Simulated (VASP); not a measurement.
Consider the following.

```
CELL_PARAMETERS angstrom
      0.00000     2.69368     2.69368
      2.69368     0.00000     2.69368
      2.69368     2.69368     0.00000
ATOMIC_POSITIONS crystal
  Zn 0.00000 0.00000 0.00000
  S  0.25000 0.25000 0.25000
```

All values below come from PBE GGA, VASP's PBE PAW potentials (set 64) (plane waves; VASP). Numerical set-up: 300 eV cut-off, 7×7×7 Γ-centred mesh, Gaussian smearing of 0.010 eV, potentials Zn S.

At this cut-off the stress carries a Pulay error, which pulls relaxed volumes low.

Task: Give the stress tensor in GPa (positive for a compressed cell).

Result: 
```
2.28  0.00  0.00
0.00  2.28  0.00
0.00  0.00  2.28
```
The pressure is its mean diagonal, 2.28 GPa.

The structure comes from a computed database's ZnS entry; how it stands against other phases isn't given here. The cell was not relaxed at this level.
